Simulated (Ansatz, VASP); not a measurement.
**ZnRe in VASP and in Ansatz**

```
CELL_PARAMETERS angstrom
2.76642 0.00000 0.00000
-1.38321 2.39579 0.00000
0.00000 0.00000 4.52383
ATOMIC_POSITIONS crystal
Re 0.33333 0.66667 0.50000
Zn 0.00000 0.00000 0.00000
```

Change from the starting cell: volume scaled by 1.02.

Alike in both runs: task single point; functional PBE; k mesh 11 × 11 × 6; occupations fermi-dirac, width 0.05 eV; no spin polarisation.

|  | VASP | Ansatz |
| --- | --- | --- |
| version | VASP 6.6.1 | Ansatz 0.2.0 |
| potentials or method | VASP PAW PBE potentials, release 64 (Re, Zn) | Ansatz PAW |
| plane-wave cutoff (eV) | 520 | 420 |
| valence electrons in the cell | 19 | 27 |

```tsv
	VASP	Ansatz	Ansatz less VASP
gap on the k mesh at the Fermi level (eV)	none	none	-
pressure (GPa)	-5.6	-5.5	+0.05
largest component of the traceless stress (GPa)	0.65	0.38	-0.264
```

A gap of «none» marks a metal or a gap that the smearing closes. The two sets of potentials don't hold the same shells in valence.

Spin-orbit coupling is left out, which matters for the levels of Re.
